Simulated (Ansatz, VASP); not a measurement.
# Cross-check of Sn between VASP and Ansatz, part 2 of 2

Aim: how closely do two programs agree when they are given the same cell, functional and k mesh? The cell is taken from a series of runs on this material, whose earlier steps may have relaxed, scaled, displaced or heated it; both programs get it as it stands.

VASP 6.6.1 and Ansatz 0.2.0.

So far: The starting structure; VASP: zone-centre phonons, PBEsol.

### Step 2. VASP: zone-centre phonons, PBEsol (continued)

Level of this step: PBEsol; plane waves and PAW (Sn_d) (VASP).

Numbers of over 12 decimals in the logs are rounded to 6 here.

OUTCAR, selected parts (step 2):

```text
ion  position               nearest neighbor table
   1  0.500  0.500  0.500-   2 2.79   2 2.80   2 2.80   2 2.80
   2  0.750  0.750  0.750-   1 2.79   1 2.80   1 2.80   1 2.80

  LATTYP: Found a body centered tetragonal cell.
 ALAT       =     4.4390473922
 C/A-ratio  =     1.5314887817

 Subroutine GETGRP returns: Found  4 space group operations
 (whereof  2 operations were pure point group operations)

The static configuration has the point symmetry C_1h.
 The point group associated with its full space group is C_2h.

   k-points           NKPTS =   1728   k-points in BZ     NKDIM =   1728   number of bands    NBANDS=     20

   dimension x,y,z NGX =    36 NGY =   36 NGZ =   32
   dimension x,y,z NGXF=    72 NGYF=   72 NGZF=   64

   ENCUT  =  500.0 eV  36.75 Ry    6.06 a.u.   8.44  8.44  8.09*2*pi/ulx,y,z

   NELECT =      28.0000    total number of electrons

 k-points in reciprocal lattice and weights: Points of the shifted mesh
   0.04166667  0.04166667  0.04166667       0.001
   0.04166667  0.04166667  0.12500000       0.001
   0.04166667  0.04166667  0.20833333       0.001
   0.04166667  0.04166667  0.29166667       0.001
   0.04166667  0.04166667  0.37500000       0.001
   0.04166667  0.04166667  0.45833333       0.001
   0.04166667  0.04166667  0.54166667       0.001
   0.04166667  0.04166667  0.62500000       0.001
   0.04166667  0.04166667  0.70833333       0.001
[...]
0.95833333  0.95833333  0.87500000       0.001
   0.95833333  0.95833333  0.95833333       0.001

 average (electrostatic) potential at core
       1-101.1288       2-101.1288

  Total        1.1768959      1.1768959     -0.0353283     -0.0027647     -0.0239221     -0.0239222
  in kB       28.1511052     28.1511052     -0.8450461     -0.0661309     -0.5722128     -0.5722139
  external PRESSURE =      18.4857214 kB  Pullay stress =       0.0000000 kB

  energy-cutoff  :      500.00
  volume of cell :       66.98
      direct lattice vectors                 reciprocal lattice vectors
     0.000000000  3.138880513  3.399175641    -0.159292460  0.159292460  0.147094488
     3.138880513  0.000000000  3.399175641     0.159292460 -0.159292460  0.147094488
     3.138880513  3.138880513  0.000000000     0.159292460  0.159292460 -0.147094488

 POSITION                                       TOTAL-FORCE (eV/Angst)
 -----------------------------------------------------------------------------------
      3.13849      3.13849      3.39921        -0.000459     -0.000459     -0.000556
      4.70871      4.70871      5.09873         0.000459      0.000459      0.000556
 -----------------------------------------------------------------------------------
    total drift:                               -0.000000     -0.000000      0.000000

 Eigenvectors and eigenvalues of the dynamical matrix
 ----------------------------------------------------

   1 f  =    6.008197 THz    37.750617 2PiTHz  200.411891 cm-1    24.847896 meV
             X         Y         Z           dx          dy          dz
      3.138488  3.138488  3.399211     0.008470    0.008470    0.707005
      4.708713  4.708713  5.098728    -0.008470   -0.008470   -0.707005

   2 f  =    5.792861 THz    36.397617 2PiTHz  193.229035 cm-1    23.957336 meV
             X         Y         Z           dx          dy          dz
      3.138488  3.138488  3.399211     0.499928    0.499928   -0.011979
      4.708713  4.708713  5.098728    -0.499928   -0.499928    0.011979

   3 f  =    5.753041 THz    36.147421 2PiTHz  191.900783 cm-1    23.792654 meV
             X         Y         Z           dx          dy          dz
      3.138488  3.138488  3.399211     0.500000   -0.500000    0.000000
      4.708713  4.708713  5.098728    -0.500000    0.500000   -0.000000

   4 f  =    0.000000 THz     0.000001 2PiTHz    0.000004 cm-1     0.000000 meV
             X         Y         Z           dx          dy          dz
      3.138488  3.138488  3.399211     0.026030    0.675208   -0.208367
      4.708713  4.708713  5.098728     0.026030    0.675208   -0.208367

   5 f  =    0.000000 THz     0.000001 2PiTHz    0.000004 cm-1     0.000000 meV
             X         Y         Z           dx          dy          dz
      3.138488  3.138488  3.399211     0.008904    0.208179    0.675709
      4.708713  4.708713  5.098728     0.008904    0.208179    0.675709

   6 f/i=    0.000000 THz     0.000000 2PiTHz    0.000000 cm-1     0.000000 meV
             X         Y         Z           dx          dy          dz
      3.138488  3.138488  3.399211     0.706571   -0.027498   -0.000839
      4.708713  4.708713  5.098728     0.706571   -0.027498   -0.000839

 ELASTIC MODULI CONTR FROM IONIC RELAXATION (kBar)
 Direction    XX          YY          ZZ          XY          YZ          ZX
 --------------------------------------------------------------------------------
 XX          -0.0075     -0.0027      0.0027      0.5941      0.1205      1.2904
 YY          -0.0027     -0.0075      0.0027      0.8143      1.1806      0.0169
 ZZ           0.0027      0.0027     -0.0030      0.1163     -0.7164     -0.5748
 XY           0.5941      0.8143      0.1163   -246.6028     -1.2353      8.4010
 YZ           0.1205      1.1806     -0.7164     -1.2353   -286.2765      1.0175
 ZX           1.2904      0.0169     -0.5748      8.4010      1.0175   -284.2654
 --------------------------------------------------------------------------------
```

Energies printed during the response cycles are not total energies of the cell.

### Step 3. Ansatz: zone-centre phonons, PBEsol

Ansatz runs on its PAW soft_1 files.

The same cell, functional, mesh and smearing now go to Ansatz, which takes its cutoff from its data sets.

The input, input.yaml:

```yaml
crystal:
  lattice:
    - [0.0, 3.138880513, 3.3991756413]
    - [3.138880513, 0.0, 3.3991756413]
    - [3.138880513, 3.138880513, 0.0]
  atoms:
    - { symbol: Sn, position: [0.5000052369, 0.5000052369, 0.4998697387] }
    - { symbol: Sn, position: [0.7499947631, 0.7499947631, 0.7501302613] }
kpoints:
  mp_grid: { grid: [12, 12, 12], shift: [0.5, 0.5, 0.5] }
hamiltonian:
  xc: pbesol
  pseudopotentials: { kind: paw, azcp: { folder: soft_1 }, xc_functional: pbe }
scf:
  occupations: { method: gaussian, width: 0.015 }
output:
  eigenvalues: true
phonons:
  method: dfpt
```

Run with:

```sh
$ ansatz run input.yaml --threads 4 --pin off --max-ram 10240MiB --backend cpu --events-out ev --progress --plain --runs-dir out
```

The program printed:

```text
Engine: ansatz 0.2.0, x86_64-unknown-linux-gnu
Pseudopotentials: kind: paw
Pseudopotential: Sn, paw, valence charge 14, recommended cutoff 420 eV (normal), soft_1/Sn.paw.azcp
Functional definition: PBEsol
  exchange = pbesol_x
  correlation = pbesol_c
Crystal: 2 atoms, lattice volume = 66.981 Å³
Basis set: ecut = 420 eV, 1307 PW (Γ), exchange–correlation on 64×64×64 points (8 copies of the dense FFT grid, shifted against one another)
Bands: 18, of which v1, the nominal top of the filled ones, is band 14 counted from 1 (13 counted from 0)
Symmetry: 4 space group operations
k-points: 864 of 1728 (irreducible under 1 space group operation, time reversal used)
Non-local potential: Sn, projectors of the file, l = 0: 2, l = 1: 2, l = 2: 2, l = 3: 1
PAW form: soft (Blöchl's): semilocal exchange-correlation on the pseudo side does not see the compensation charge
PAW frozen core: Sn, regenerated for the run's functional, and the local potential with it (the file was generated under x = pbe(κ = 0.804, μ = 0.219515), c = pbe(β = 0.066725))
PAW one-centre angular grid: Sn, 590 points (default); XC on 64 Gauss nodes
Initial density: superposition of atomic densities (chi_scale 0.1, normalization cell)
Initial wavefunctions: pseudopotential atomic-orbital guess
Functional: x = pbesol(κ = 0.804, μ = 0.123457), c = pbesol(β = 0.046)
SCF iter   1: F=—  HF=-11899.672892 eV  |F-HF|=—  |Δ(HF+E_count)|=         —  Δρ=2.23e-2  dr2=3.48e-1  ethr=3.10e-3  ⟨swp⟩=6.1  Hψ=86750  notcnv=0
preconditioner: auto → none  [insulator: Δε(μ)=0.111 eV  Ē_g=20.012 eV  σ=0.015 eV  W_gap=1.00  n_scr=14 (ndim 8)  ℏωp=24.0 eV  f_vac=0.002  D(μ)=0.00/eV (n_scr^D=0)  ε∞_Penn≈2.4]
SCF iter   2: F=—  HF=-11899.606274 eV  |F-HF|=—  |Δ(HF+E_count)|=   6.66e-2  Δρ=1.00e-2  dr2=6.38e-2  ethr=1.24e-3  ⟨swp⟩=2.0  Hψ=25887  notcnv=0  defer=1
SCF iter   3: F=—  HF=-11899.598825 eV  |F-HF|=—  |Δ(HF+E_count)|=   7.45e-3  Δρ=9.07e-4  dr2=3.65e-4  ethr=2.28e-4  ⟨swp⟩=2.3  Hψ=22332  notcnv=0  defer=1
SCF iter   4: F=—  HF=-11899.599002 eV  |F-HF|=—  |Δ(HF+E_count)|=   1.77e-4  Δρ=3.88e-4  dr2=4.34e-5  ethr=1.30e-6  ⟨swp⟩=2.0  Hψ=30917  notcnv=0  defer=1
SCF iter   5: F=—  HF=-11899.599004 eV  |F-HF|=—  |Δ(HF+E_count)|=   2.19e-6  Δρ=5.28e-5  dr2=1.06e-6  ethr=1.55e-7  ⟨swp⟩=2.0  Hψ=27647  notcnv=0  defer=1
SCF iter   6: F=—  HF=-11899.599005 eV  |F-HF|=—  |Δ(HF+E_count)|=   1.10e-6  Δρ=6.03e-6  dr2=2.03e-8  ethr=3.79e-9  ⟨swp⟩=2.0  Hψ=18323  notcnv=0  defer=1
SCF iter   7: F=—  HF=-11899.599005 eV  |F-HF|=—  |Δ(HF+E_count)|=   2.32e-8  Δρ=1.34e-6  dr2=1.53e-9  ethr=7.26e-11  ⟨swp⟩=3.0  Hψ=28989  notcnv=0  defer=1
SCF iter   8: F=—  HF=-11899.599005 eV  |F-HF|=—  |Δ(HF+E_count)|=  2.04e-10  Δρ=2.62e-7  dr2=3.02e-11  ethr=5.47e-12  ⟨swp⟩=2.0  Hψ=27647  notcnv=0  defer=1
SCF iter   9: F=-11899.599005 eV  HF=-11899.599005 eV  |F-HF|=3.64e-12  |Δ(HF+E_count)|=  9.09e-12  Δρ=3.69e-8  dr2=4.63e-13  ethr=1.00e-12  ⟨swp⟩=6.2  Hψ=70685  notcnv=0
SCF 1 converged in 9 iterations: F = -11899.599005 eV  dr2 = 4.63e-13
  greatest PAW one-centre occupation: 0.991 electrons in one spin orbital (limit 2), on the Sn atom at site 1 (counted from 0), in its partial waves of l = 2
DFPT response loops at Γ: preconditioner auto → Kerker (q_TF=auto, 2.359 Å⁻¹) (partly filled bands, converged f_vac=0.074); β = 1.00, the filter's whole step (`scf.mixing.beta` (0.50) is not read by the response loops under this deck's `scf.mixing.preconditioner`; to damp them name `kerker` or `kerker_dos`, under which they read `scf.mixing.beta`, and type it under 1.00, their step now; both keys bind the ground state too); Broyden in place of MSR1
SCF converged after 9 iterations
Free energy (F): -11899.599005 eV
Harris-Foulkes:  -11899.599005 eV  (|F-HF|=3.64e-12)
Internal energy: -11899.599003 eV  (E = F + TS)
E sigma→0 (E₀):  -11899.599004 eV
Entropy (-TS):   -0.000002 eV (-0.001 meV/atom)
Fermi energy:    8.085869 eV
--- Per-component energies (eV) ---
  E_band       = -243.544355
  E_kinetic    = 337.888764
  E_local      = -2592.864276  (includes V_loc(G=0)·N_el)
  E_nonlocal   = 294.001903
  E_hartree    = 1263.596031
  E_xc         = -249.434378
  E_vxc        = -160.938918  (∫ρ·V_xc dr)
  E_paw        = -8592.774546  (= ΣΔE_a)
  E_vpaw       = -648.824448  (= ΣTr[D̂ρ^β])
  E_aug_tail   = 0.000577  (compensation charges beyond the density's cutoff)
  E_ewald      = -2360.582758
  E_core_change = 0.569679  (= ΣΔE_core)
  E_smearing   = -0.000002  (= −TS)
  E_closure    = 0.000000  (closes the sum)
  Σ components = -11899.599005   (vs F -11899.599005, Δ=0.00e0)
--- Band table (eV; the first three rows and the last of 864) ---
  k-point 0: bands = [... 10 lower, -2.7509, 7.0172, 7.7735, 8.2301, 8.3845, 10.0987, 10.1115, 10.4449]
  k-point 1: bands = [... 10 lower, -2.6554, 6.1997, 7.3402, 8.1779, 8.7608, 10.1333, 10.2145, 11.0683]
  k-point 2: bands = [... 10 lower, -2.4261, 4.9280, 7.0054, 7.9210, 8.6864, 10.5976, 10.6273, 11.8578]
  k-point 863: bands = [... 10 lower, -1.0852, 1.6039, 6.4606, 6.9569, 8.1154, 11.1753, 11.3515, 13.6459]
--- Phonons (Γ-DFPT): 2 representative perturbations + reference, on 864 of 1728 k-points (Σ response iterations 6) ---
  k mesh reduced under 1 symmetry operation, with k and −k counted as one. Each operation leaves every solved perturbation unchanged. A smaller set is not used because it would not reduce the number of displacements times k-points to solve
  ASR residual: 2.807e-5 → 0.000e0 eV/Å²; symmetrization residual: 2.017e-6 eV/Å²
  ASR residual per site (eV/Å²): 2.81e-5 2.81e-5
  Γ frequencies (cm⁻¹): 0.00 0.00 0.00 191.55 193.20 200.49
  non-analytic LO–TO correction: not included (Born effective charges unavailable; polar crystals: no LO–TO splitting at Γ)
```

### Step 4. Differences

Known differences besides the potentials themselves: the cutoff is 420 eV in Ansatz and 500 eV in VASP; Ansatz makes its cores anew for this functional, VASP keeps those of its PBE data sets. Total energies have different zeros and are not compared.

Both answers:

```csv
quantity,Ansatz,VASP,difference
optical mode 1 (cm⁻¹),191.6,191.9,-0.18 %
optical mode 2 (cm⁻¹),193.2,193.2,-0.02 %
optical mode 3 (cm⁻¹),200.5,200.4,+0.04 %
```

Modes are paired by rising frequency, not by their patterns, so a pair may set unlike modes beside each other; they are those without the splitting of longitudinal modes.

### Step 5. Results

| Item | Value |
| --- | --- |
| r.m.s. difference of the optical zone-centre modes, each program's sorted by frequency (zone-centre phonons, PBEsol) | 0.21 cm⁻¹ |

The r.m.s. difference of the optical zone-centre modes, each program's sorted by frequency is 0.21 cm⁻¹ (zone-centre phonons, PBEsol). Such differences can come from data sets, numerical settings and the points named under the comparisons, not from the functional's error against experiment.

[Lines on the potential files, build, host, timing and source positions are cut from VASP's logs without a mark.]

[Logs are printed without paths, hosts, clocks, repeated set-up lines and the standing remarks that a program may print on its own settings, such as how far it seeks lower states.]

[Hosts, paths, dates, database ids (printed as entryN), source tags and the programs' standing remarks are cut or masked in the printed files.]
